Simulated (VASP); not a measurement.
Input of a VASP 6.6.1 run:

Contents of INCAR:

```
PREC = Accurate ; ENCUT = 520
EDIFF = 1E-6 ; ISMEAR = 0
SIGMA = 0.1 ; LREAL = False
LASPH = True ; NELM = 150
ALGO = Normal ; ISIF = 2
LWAVE = False ; LCHARG = False
METAGGA = R2SCAN ; LMIXTAU = True
KPAR = 4
```

Contents of KPOINTS:

```
Automatic mesh
0
Gamma
  8 8 8
```

Contents of POSCAR:

```
Li3ZrN2
1.0
   -2.6049200000      5.1422400000      2.6598500000
    2.6049200000     -5.1422400000      2.6598500000
    2.6049200000      5.1422400000     -2.6598500000
Li Zr N
6 2 4
Direct
    0.9752380000      0.2500000000      0.7252380000
    0.4752380000      0.7500000000      0.7252380000
    0.5247620000      0.2500000000      0.2747620000
    0.0247620000      0.7500000000      0.2747620000
    0.7500000000      0.2500000000      0.5000000000
    0.2500000000      0.7500000000      0.5000000000
    0.2500000000      0.2500000000      0.0000000000
    0.7500000000      0.7500000000      0.0000000000
    0.1143180000      0.7558980000      0.8702160000
    0.6143180000      0.7441020000      0.3584190000
    0.3856820000      0.2558980000      0.6415810000
    0.8856820000      0.2441020000      0.1297840000
```

Potentials or basis: VASP PAW PBE potentials, release 64 (Li_sv, Zr_sv, N).

The run is started by

```console
$ cat potpaw_PBE.64/Li_sv/POTCAR potpaw_PBE.64/Zr_sv/POTCAR potpaw_PBE.64/N/POTCAR > POTCAR
$ mpirun -np 4 vasp_std > vasp.out
```

Question: Predict the largest force.

Answer: 0.045 eV/Å.

Question: Predict the band gap on the k mesh.

Answer: None (metal or under the smearing width).

Forces on the atoms (eV/Å):
```
Li   0.000  0.031  0.000
Li   0.000  0.031  0.000
Li   0.000 -0.031  0.000
Li   0.000 -0.031  0.000
Li   0.000  0.000  0.000
Li   0.000  0.000  0.000
Zr   0.000  0.000  0.000
Zr   0.000  0.000  0.000
N   -0.043  0.011  0.000
N    0.043  0.011  0.000
N   -0.043 -0.011  0.000
N    0.043 -0.011  0.000
```

Caveat: the PAW data sets were made with another functional, which shifts forces and pressure a little.
